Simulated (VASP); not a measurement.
**Moving the functional in NaCu**

```
CELL_PARAMETERS angstrom
2.94224 0.00000 0.00000
0.00000 2.94224 0.00000
0.00000 0.00000 4.04091
ATOMIC_POSITIONS crystal
Na 0.00000 0.00000 0.00000
Cu 0.50000 0.50000 0.50000
```

The cell comes from a database or a generator and needn't be the stable form of this composition.

Kept alike: task band structure; k mesh 9 × 9 × 7; occupations fermi-dirac, width 0.05 eV; no spin polarisation. Program: VASP, PAW files Cu, Na_pv, 520 eV. The mesh is that of the run's cell of 2 atoms. No spin-orbit coupling.

```csv
functional,pressure (GPa)
AM05,1.52
BLYP,4.85
LDA,-1.68
PBE,3.13
PBEsol,0.91
PW91,3.09
RPBE,5.49
SCAN,0.49
TPSS,1.96
r2SCAN,1.26
revPBE,4.99
```

Pressure is positive in compression; the values hold the error of the finite cutoff, so their zero can differ a little from the energy's minimum. For a metal such a mesh leaves the last digits unconverged. Runs of this series that gave no sound value for these columns are left out. Potentials were made for PBE (AM05, BLYP, PBE, PBEsol, PW91, RPBE, SCAN, TPSS, r2SCAN, revPBE); LDA (LDA).

The pressure runs from -1.68 (LDA) to 5.49 GPa (RPBE). From PBE: AM05 -1.61; BLYP +1.72; LDA -4.81; PBEsol -2.22; PW91 -0.04; RPBE +2.36; SCAN -2.64; TPSS -1.17; r2SCAN -1.87; revPBE +1.86. A positive pressure means that the functional's own cell is larger than the one given, a negative one that it is smaller.
